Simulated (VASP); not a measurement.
# Drift of free energy, extrapolated energy and pressure with smearing width in bcc Ta: Gaussian and second-order Methfessel-Paxton smearing at PBE

We calculated the free energy, the energy extrapolated to zero smearing and the pressure of bcc Ta at PBE, with the cell, the atoms and the 9×9×9 k mesh held fixed. Only the smearing scheme and its width σ change. All errors are differences from the run with Gaussian smearing of 0.01 eV, so they measure drift within one level of theory and not distance from experiment. The question is how far each quantity drifts as σ grows in the two schemes. It matters for models of Ta films and barrier layers, where energies of competing structures and residual stresses are compared: a smearing error cancels between two structures only as far as their densities of states near the Fermi level agree.

## Set-up

One crystal without a Kohn-Sham gap, Ta (bcc) (known phase), at PBE; single-point runs at fixed cell and atoms on one k mesh (9×9×9), only the smearing changed. Program: VASP 6.6.1, plane waves and PAW (data sets made for PBE of release 64), scalar-relativistic without spin-orbit coupling, no spin polarisation. Cutoff 400 eV; on the k meshes the divisions times the cell-vector length are 25 Å or more.

Notes on method and selection:

- For Gaussian or Fermi-Dirac smearing the free energy falls as σ² times the density of states at the Fermi level; Methfessel-Paxton schemes cancel the leading order.
- At the smallest widths the mesh is too coarse for the step in the occupations, so the reference carries its own sampling error.
- Runs that did not converge, have known faults or may not be shown are not listed, and runs on Ansatz's PAW sets soft_1 and soft_2 are kept to separate tables.

Columns:

- width (eV): smearing width SIGMA.
- iterations: electronic iterations.
- free-energy error (meV/atom): free energy per atom minus that of the run with Gaussian smearing of 0.01 eV.
- energy error (meV/atom): energy per atom, extrapolated to zero smearing as the program prints it, minus that of the run with Gaussian smearing of 0.01 eV.
- pressure error (GPa): pressure minus that of the run with Gaussian smearing of 0.01 eV, compression positive.
- smearing term (meV/atom): free energy minus the extrapolated energy, per atom.

## Numbers

| member | scheme | width (eV) | iterations | free-energy error (meV/atom) | energy error (meV/atom) | pressure error (GPa) | smearing term (meV/atom) |
| --- | --- | --- | --- | --- | --- | --- | --- |
| σ = 0.01 eV | Gaussian | 0.01 | 12 | 0.00 | 0.00 | 0.000 | −0.19 |
| σ = 0.05 eV | Gaussian | 0.05 | 12 | −2.47 | −0.46 | 0.062 | −2.20 |
| σ = 0.1 eV | Gaussian | 0.10 | 11 | ? | ? | ? | ? |
| σ = 0.2 eV | Gaussian | 0.20 | 11 | −24.20 | −6.04 | 0.442 | −18.35 |
| σ = 0.5 eV | Gaussian | 0.50 | 11 | −99.52 | −19.80 | 0.986 | −79.91 |
| σ = 0.01 eV | Methfessel-Paxton, second order | 0.01 | 12 | 0.23 | 0.08 | 0.004 | −0.04 |
| σ = 0.05 eV | Methfessel-Paxton, second order | 0.05 | 12 | −0.09 | −0.17 | 0.151 | −0.11 |
| σ = 0.1 eV | Methfessel-Paxton, second order | 0.10 | 12 | −0.50 | −0.36 | −0.034 | −0.33 |
| σ = 0.2 eV | Methfessel-Paxton, second order | 0.20 | 11 | −3.37 | −1.76 | 0.083 | −1.79 |
| σ = 0.5 eV | Methfessel-Paxton, second order | 0.50 | 11 | −14.11 | −10.41 | 0.461 | −3.89 |

Cells marked ? are withheld until the estimate has been made.

## What drives the series

With Gaussian smearing the free energy falls steadily over the widths shown, to −24.20 meV/atom at 0.2 eV and −99.52 meV/atom at 0.5 eV. Partial occupations bring in an entropy-like term that lowers the free energy by an amount proportional to σ² times the density of states at the Fermi level, if that density is constant over the smeared window. Here the growth is slower than quadratic. From 0.2 to 0.5 eV, σ² rises by a factor of 0.25 / 0.04 = 6.25, but the error rises by 99.52 / 24.20 = 4.11. A density of states that is lower away from the Fermi level would have this effect; at the small widths the coarse mesh may contribute as well.

Methfessel-Paxton smearing cancels the leading term. At 0.2 eV its free-energy error is −3.37 meV/atom, smaller than the Gaussian one by a factor of 24.20 / 3.37 = 7.2. What remains comes from the variation of the density of states across the window, and it reaches −14.11 meV/atom at 0.5 eV.

Extrapolation removes most of the Gaussian error but not all of it, because it too assumes a purely quadratic law. The extrapolated energy is still off by −6.04 meV/atom at 0.2 eV, against −1.76 meV/atom with Methfessel-Paxton. At 0.1 eV the Methfessel-Paxton errors are −0.50 meV/atom in the free energy and −0.36 meV/atom in the extrapolated energy.

The pressure rises with Gaussian width, by 0.442 GPa at 0.2 eV and 0.986 GPa at 0.5 eV. The sign is the expected one: expansion narrows the d bands and usually raises the density of states, so the smearing term favours a larger volume and pushes outwards. The Methfessel-Paxton pressures show no steady course at small widths, going from 0.151 GPa at 0.05 eV to −0.034 GPa at 0.1 eV, though they reach 0.461 GPa at 0.5 eV. We read the change of about 0.2 GPa between 0.05 and 0.1 eV as k-point sampling error. The reference pressure may itself be somewhat low, since further converged runs on this crystal, not listed here, all lie above it.

## A prediction

Plain estimates from the members shown:

- σ = 0.1 eV (Gaussian), straight-line interpolation between σ = 0.05 eV and σ = 0.2 eV: w = (0.10 − 0.05) / (0.20 − 0.05) = 0.333, so −2.47 + 0.333 × (−24.20 − (−2.47)) = −9.71 meV/atom
- σ = 0.1 eV (Gaussian), from its own Methfessel-Paxton, second order value plus the mean shift Gaussian − Methfessel-Paxton, second order over the other 4 members (−27.21, standard deviation 35): −0.50 − 27.21 = −27.71 meV/atom

The withheld value is the free-energy error for Gaussian smearing of 0.1 eV. The straight line gives −9.71 meV/atom, which is too negative because the free energy falls ever more steeply with σ. The mean shift between schemes is dominated by the widest smearing and is of no use at 0.1 eV.

A better route uses the smearing term. The slope of the free energy with σ is minus the entropy, and for Gaussian smearing the extrapolated energy lies midway between the free energy and the energy without the entropy term. The slope is therefore 2 × smearing term / σ:

- at 0.05 eV: 2 × (−2.20) / 0.05 = −88.0 meV/atom per eV
- at 0.2 eV: 2 × (−18.35) / 0.20 = −183.5 meV/atom per eV

The cubic through both values with both slopes is taken one third of the way along the interval. There the values have the weights 20 / 27 = 0.741 and 7 / 27 = 0.259, and the slopes, times the length of the interval, have 4 / 27 = 0.148 and, with a minus sign, 2 / 27 = 0.0741. This gives

0.741 × (−2.47) + 0.259 × (−24.20) + 0.15 × [0.148 × (−88.0) − 0.0741 × (−183.5)] = −8.0 meV/atom.

We tried the same construction on two shown members. From 0.01 and 0.2 eV it gives about −2.5 at 0.05 eV, against −2.47 in the table. From 0.05 and 0.5 eV, where the slope at the upper end is 2 × (−79.91) / 0.50 = −319.6, it gives 0.741 × (−2.47) + 0.259 × (−99.52) + 0.45 × [0.148 × (−88.0) − 0.0741 × (−319.6)] = −22.8 at 0.2 eV, against −24.20. The misses are about 1% and 6%, or 4% as a root mean square, and 0.04 × 8.0 = 0.3 meV/atom.

**Committed estimate, σ = 0.1 eV (Gaussian): free-energy error = −8.0 ± 0.3 meV/atom.**

## The answer

| member | scheme | width (eV) | iterations | free-energy error (meV/atom) | energy error (meV/atom) | pressure error (GPa) | smearing term (meV/atom) |
| --- | --- | --- | --- | --- | --- | --- | --- |
| σ = 0.1 eV | Gaussian | 0.10 | 11 | −8.15 | −1.61 | 0.146 | −6.74 |

| member | estimate | free-energy error (meV/atom) | computed | estimate − computed | miss in error bars |
| --- | --- | --- | --- | --- | --- |
| σ = 0.1 eV (Gaussian) | committed | −8.00 | −8.15 | +0.15 | 0.5 |
| σ = 0.1 eV (Gaussian) | interpolation | −9.71 | −8.15 | −1.56 |  |
| σ = 0.1 eV (Gaussian) | shift from Methfessel-Paxton, second order | −27.71 | −8.15 | −19.56 |  |

The estimate of −8.0 ± 0.3 meV/atom missed the computed −8.15 by 0.15, half an error bar. Interpolation missed by 1.56 and the shift between schemes by 19.56 meV/atom. Using the smearing term as a slope held: the cubic has a slope of about −130 meV/atom per eV at 0.1 eV, and the new row gives 2 × (−6.74) / 0.10 = −134.8. This confirms the link between free energy and entropy on a fixed mesh, but not our first reason for the slower than quadratic growth.

For Gaussian smearing and a constant density of states D, the smearing term is −Dσ²/4, so the density of states seen by the run is −4 × smearing term / σ², with the term in eV. From 0.01 to 0.5 eV this gives 7.6, 3.5, 2.7, 1.8 and 1.3 states per eV and atom. Ten d states spread over roughly 10 eV average about one. The steady rise towards small widths therefore points to the coarse mesh more than to a real peak at the Fermi level, which we had put first.

## Where the trend breaks

The reference run, Gaussian at 0.01 eV, stands out most. Scaling the smearing term at 0.05 eV by σ² gives −2.20 / 25 = −0.09 meV/atom, but the table has −0.19. A single set of 48 equivalent mesh points with a level at the Fermi energy would be enough. The mesh has 9 × 9 × 9 = 729 points, so the set can hold 2 × 48 / 729 = 0.13 electrons per atom. A Gaussian of width σ has the height 1/(√π σ), with √π about 1.8, so the set contributes 0.13 / (1.8 × 0.01) = 7.2 states per eV and atom, close to the 7.6 found. The energy of this run can be off by much more than its small smearing term, because whole sets of points are either filled or empty.

The Methfessel-Paxton pressures at 0.05 and 0.1 eV are the other irregular pair, at 0.151 and −0.034 GPa. Levels near the Fermi energy change their occupation abruptly at such widths, and the scheme's occupations are not monotonic in energy, so sampling error is the likeliest cause here too.

## Closing remarks

On this mesh, a Gaussian free energy between two calculated widths can be estimated to a few per cent from the free energies and smearing terms at both ends. Widths must not be mixed: going from 0.1 to 0.2 eV with Gaussian smearing shifts the free energy by −24.20 − (−8.15) = −16.05 meV/atom, the extrapolated energy by −6.04 − (−1.61) = −4.43 meV/atom and the pressure by 0.442 − 0.146 = 0.296 GPa.

The table does not show which width is nearest to the converged result, since part of the drift at large σ may be the removal of the reference's sampling error. A denser mesh would settle this.

Two errors that this series does not probe are comparable with the largest drifts or exceed them. Spin-orbit coupling lowers the total energy of a 5d metal by roughly 0.1 eV per atom or more, though much of this cancels between structures. PBE tends to make 5d metals slightly too large; 0.5% in the lattice constant at a bulk modulus near 200 GPa means about 3 × 0.005 × 200 = 3 GPa too much pressure at the measured cell.
